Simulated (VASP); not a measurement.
Set up this calculation in VASP 6.6.1, as the native input.

| Quantity | Value |
| --- | --- |
| Task | relaxation of cell and atoms |
| Functional | PBE |
| Potentials or basis | VASP PAW PBE potentials, release 54 (Pt, F) |
| Cutoff | 900 eV |
| k mesh | 8 × 8 × 8 |
| Occupations | fermi-dirac, width 0.05 eV |
| Spin | no spin polarisation |
| Further INCAR settings | ALGO = Normal; EDIFF = 1e-06; IBRION = 2; EDIFFG = -0.005; NSW = 60; ISIF = 3 |

The structure of Pt2F lies in POSCAR:

```
Pt2F
1.0
    0.0000000000      2.8524300000      2.8524300000
    2.8524300000      0.0000000000      2.8524300000
    2.8524300000      2.8524300000      0.0000000000
Pt F
2 1
Direct
    0.2500000000      0.2500000000      0.2500000000
    0.7500000000      0.7500000000      0.7500000000
    0.0000000000      0.0000000000      0.0000000000
```

The cell was built by a generator and needn't be a form met in nature.

These files were run (other wordings do the same):

INCAR

```
PREC = Accurate ; ENCUT = 900
EDIFF = 1E-6 ; ISMEAR = -1
SIGMA = 0.05 ; LREAL = False
LASPH = True ; NELM = 80
ALGO = Normal ; ISIF = 3
LWAVE = False ; LCHARG = False
GGA = PE ; IBRION = 2
NSW = 60 ; EDIFFG = -0.005
```

KPOINTS

```
Automatic mesh
0
Gamma
  8 8 8
```

Potentials or basis: VASP PAW PBE potentials, release 54 (Pt, F).

Launch:

```bash
$ cat potpaw_PBE.54/Pt/POTCAR potpaw_PBE.54/F/POTCAR > POTCAR
$ mpirun -np 1 vasp_std > vasp.out
```

It gave:

```
Relaxed volume                         : 15.46 Å³/atom
Relaxed cell                           : a = 4.033 Å, b = 4.033 Å, c = 4.033 Å, α = 60.00°, β = 60.00°, γ = 60.00°
Space group after relaxing (to 0.05 Å) : Fm-3m (No. 225)
Energy gained by relaxing              : 0.0 meV/atom
Ionic steps                            : 3
Pressure after relaxing                : 0.0 GPa
Band gap on the k mesh                 : none (metal or under the smearing width)
```

Caveat: an odd number of electrons without spin polarisation forces a metal; a magnetic or distorted state may lie lower.

Run time: 92 s on 1 thread of Intel(R) Xeon(R) Platinum 8488C (Sapphire Rapids), on a shared host, peak memory 0.27 GiB.
